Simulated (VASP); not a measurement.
# Ti2RuC3 (Immm) in VASP: single point with r2SCAN

Aim: the single point of Ti2RuC3 with r2SCAN.

Program: VASP 6.6.1. These are calculated values, not measurements. Logs are shortened: lines on timing, memory, paths and dates and some standing lists are left out, and cuts for length are marked.

### 1 The structure

The structure is orthorhombic, space group Immm (No. 71). Conventional cell: a = 3.089 Å, b = 4.340 Å, c = 8.966 Å, α = 90.00°, β = 90.00°, γ = 90.00°. Ti (site symmetry mm2) has 6 C at 2.13 to 2.17 Å as nearest neighbours. Ru (site symmetry mmm) has 6 C at 2.16 to 2.17 Å as nearest neighbours. Around C (site symmetry mm2) lie 4 Ti at 2.13 to 2.17 Å and 2 Ru at 2.16 Å. C (site symmetry mmm) has 4 Ti at 2.16 Å and 2 Ru at 2.17 Å as nearest neighbours.

The cell was built by a generator and needn't be a form met in nature.

### 2 Single point, r2SCAN

INCAR

```
ALGO = Normal
EDIFF = 1E-6
ENCUT = 520
ISIF = 2
ISMEAR = 0
KPAR = 8
LASPH = True
LCHARG = False
LMIXTAU = True
LREAL = False
LWAVE = False
METAGGA = R2SCAN
NELM = 150
PREC = Accurate
SIGMA = 0.1
```

KPOINTS

```
k-points
0
Gamma
  12 12 12
```

POSCAR

```
Ti2RuC3
1.0
   -1.5444400000      2.1700000000      4.4829000000
    1.5444400000     -2.1700000000      4.4829000000
    1.5444400000      2.1700000000     -4.4829000000
Ti Ru C
2 1 3
Direct
    0.3318780000      0.3318780000      0.0000000000
    0.6681220000      0.6681220000      0.0000000000
    0.0000000000      0.0000000000      0.0000000000
    0.1687670000      0.6687670000      0.5000000000
    0.8312330000      0.3312330000      0.5000000000
    0.5000000000      0.0000000000      0.5000000000
```

Potentials or basis: VASP PAW PBE potentials, release 64 (Ti_sv, Ru_pv, C).

The run is started by

```sh
$ cat potpaw_PBE.64/Ti_sv/POTCAR potpaw_PBE.64/Ru_pv/POTCAR potpaw_PBE.64/C/POTCAR > POTCAR
$ mpirun -np 8 vasp_std > vasp.out
```

OUTCAR:

```text
EDIFF = 1E-6
   ENCUT = 520
   ISIF = 2
   ISMEAR = 0
   LASPH = True
   LREAL = False
   METAGGA = R2SCAN
   NELM = 150
   PREC = Accurate

 ion  position               nearest neighbor table
   1  0.332  0.332  0.000-   4 2.13   4 2.13   6 2.16   6 2.16   5 2.17   5 2.17   3 2.98   3 3.06
                             3 3.06   3 3.06   3 3.06
   2  0.668  0.668  0.000-   5 2.13   5 2.13   6 2.16   6 2.16   4 2.17   4 2.17   3 2.98   3 3.06
                             3 3.06   3 3.06   3 3.06
   3  0.000  0.000  0.000-   4 2.16   5 2.16   4 2.16   5 2.16   6 2.17   6 2.17   2 2.98   1 2.98
                             1 3.06   2 3.06   2 3.06   1 3.06   2 3.06   1 3.06   2 3.06   1 3.06
   4  0.169  0.669  0.500-   1 2.13   1 2.13   3 2.16   3 2.16   2 2.17   2 2.17
   5  0.831  0.331  0.500-   2 2.13   2 2.13   3 2.16   3 2.16   1 2.17   1 2.17
   6  0.500  0.000  0.500-   2 2.16   1 2.16   2 2.16   1 2.16   3 2.17   3 2.17

  LATTYP: Found a body centered orthorhombic cell.
 ALAT       =     3.0888800000
 B/A-ratio  =     1.4050400145
 C/A-ratio  =     2.9026054751

  Lattice vectors:

 A1 = (  -1.5444400000,   2.1700000000,   4.4829000000)
 A2 = (   1.5444400000,  -2.1700000000,   4.4829000000)
 A3 = (   1.5444400000,   2.1700000000,  -4.4829000000)

Analysis of symmetry for initial positions (statically):
=====================================================================
 Subroutine PRICEL returns:
 Original cell was already a primitive cell.

 Routine SETGRP: Setting up the symmetry group for a
 body centered orthorhombic supercell.

 Subroutine GETGRP returns: Found  8 space group operations
 (whereof  8 operations were pure point group operations)
 out of a pool of  8 trial point group operations.

The static configuration has the point symmetry D_2h.

Analysis of symmetry for dynamics (positions and initial velocities):
=====================================================================
 Subroutine PRICEL returns:
 Original cell was already a primitive cell.

 Routine SETGRP: Setting up the symmetry group for a
 body centered orthorhombic supercell.

 Subroutine GETGRP returns: Found  8 space group operations
 (whereof  8 operations were pure point group operations)
 out of a pool of  8 trial point group operations.

The dynamic configuration has the point symmetry D_2h.

 Subroutine INISYM returns: Found  8 space group operations
 (whereof  8 operations are pure point group operations),
 and found     1 'primitive' translations

----------------------------------------------------------------------------------------
[... 107 lines left out ...]
   ISIF   =      2    stress and relaxation
   ISYM   =      2    0-nonsym 1-usesym 2-fastsym
   POTIM  = 0.5000    time-step for ionic-motion
   TEBEG  =    0.0;   TEEND  =   0.0 temperature during run
   PSTRESS=    0.0 pullay stress
   NELECT =      50.0000    total number of electrons
   NUPDOWN=      -1.0000    fix difference up-down
   EMIN   =  10.00;   EMAX   =-10.00  energy-range for DOS
   EFERMI =   0.00;   METHOD = LEGACY
   ISMEAR =     0;   SIGMA  =   0.10  broadening in eV -4-tet -1-fermi 0-gaus
   EFERMI_NEDOS =   21; number of points for ismear=-14 and -15
   IALGO  =     38    algorithm
   IMIX   =      4    mixing-type and parameters
     AMIX     =   0.40;   BMIX     =  1.00
     AMIX_MAG =   1.60;   BMIX_MAG =  1.00
  volume/ion in A,a.u.               =      10.02        67.59
  Fermi-wavevector in a.u.,A,eV,Ry     =   1.539743  2.909692 32.256806  2.370808
  Thomas-Fermi vector in A             =   2.645928
   LORBIT       =      0    0 simple, 1 ext, 2 COOP (PROOUT), +10 PAW based schemes
   METAGGA = R2SCAN    functional components
   LHFCALC =     F    Hartree Fock is set to
   AEXX    =    0.0000 exact exchange contribution
   IVDW    =     0    specifies the selected vdW correction
   LEPSILON=     F    determine dielectric tensor
   LRPA    =     F    only Hartree local field effects (RPA)
 non-spin polarized calculation
 Gauss-broadening in eV      SIGMA  =   0.10
  energy-cutoff  :      520.00
  volume of cell :       60.10
 maximum number of plane-waves:      1644
   NGX = 19   NGY = 19   NGZ = 19

 number of electron      49.9999996 magnetization

 Free energy of the ion-electron system (eV)
  ---------------------------------------------------
  ext. energy  EPLUGINS =         0.00000000
  ---------------------------------------------------
  free energy    TOTEN  =       -83.43997011 eV

  energy without entropy =      -83.42091094  energy(sigma->0) =      -83.43044052

 E-fermi :  10.6291     XC(G=0): -14.0241

 val. band max:       10.6284539553   @ k =   0.4167  -0.4167   0.1667
 cond. band min:      10.6310645817   @ k =  -0.3333   0.3333   0.1667
 fundamental gap:      0.0026106265
 Fermi energy:        10.6291072744

 k-point     1 :       0.0000    0.0000    0.0000
  band No.  band energies     occupation
      1     -48.7514      2.00000
      2     -48.6807      2.00000
      3     -34.1996      2.00000
      4     -34.1975      2.00000
      5     -34.0601      2.00000
      6     -24.1478      2.00000
[... 781 lines left out ...]
     29      13.0677      0.00000
     30      13.5437      0.00000

 [... further k-points ...]

------------------------ aborting loop because EDIFF is reached ----------------------------------------

  FORCE on cell =-STRESS in cart. coord.  units (eV):
  Direction    XX          YY          ZZ          XY          YZ          ZX
  --------------------------------------------------------------------------------------
  -------------------------------------------------------------------------------------
  Total       -0.3937509     -0.3889320     -0.1813228      0.0000000      0.0000000      0.0000000
  in kB      -10.4974143    -10.3689412     -4.8340725      0.0000000      0.0000000      0.0000000
  external PRESSURE =      -8.5668093 kB  Pullay stress =       0.0000000 kB

 VOLUME and BASIS-vectors are now :
 -----------------------------------------------------------------------------
  energy-cutoff  :      520.00
  volume of cell :       60.10
      direct lattice vectors                 reciprocal lattice vectors
    -1.544440000  2.170000000  4.482900000     0.000000000  0.230414747  0.111534944
     1.544440000 -2.170000000  4.482900000     0.323741939  0.000000000  0.111534944
     1.544440000  2.170000000 -4.482900000     0.323741939  0.230414747  0.000000000

 POSITION                                       TOTAL-FORCE (eV/Angst)
 -----------------------------------------------------------------------------------
      0.00000      0.00000      2.97555         0.000000      0.000000      0.032619
      0.00000      0.00000      5.99025        -0.000000     -0.000000     -0.032619
      0.00000      0.00000      0.00000        -0.000000      0.000000      0.000000
      1.54444      0.00000      1.51313        -0.000000      0.000000      0.028521
      0.00000      2.17000      2.96977         0.000000      0.000000     -0.028521
      0.00000      2.17000      0.00000        -0.000000      0.000000      0.000000
 -----------------------------------------------------------------------------------
    total drift:                               -0.000000     -0.000000      0.000000

  FREE ENERGIE OF THE ION-ELECTRON SYSTEM (eV)
  ---------------------------------------------------
  free  energy   TOTEN  =       -83.4399701063 eV

  energy  without entropy=      -83.4209109378  energy(sigma->0) =      -83.43044052
```

Wall time 4.1 min (8 MPI ranks of Intel Xeon 6975P-C (Granite Rapids), shared host); peak memory 0.65 GiB.

What came out:

| Item | Value |
| --- | --- |
| Free energy | -83.4400 eV |
| Pressure | -0.9 GPa |
| Largest force | 0.033 eV/Å |
| Band gap on the k mesh | none (metal or under the smearing width) |

Forces on the atoms (eV/Å):
```
Ti   0.000  0.000  0.033
Ti   0.000  0.000 -0.033
Ru   0.000  0.000  0.000
C    0.000  0.000  0.029
C    0.000  0.000 -0.029
C    0.000  0.000  0.000
```

Stress tensor (GPa, compression positive):
```
-1.05  0.00  0.00
 0.00 -1.04  0.00
 0.00  0.00 -0.48
```

Caveat: the PAW data sets were made with another functional, which shifts forces and pressure a little.
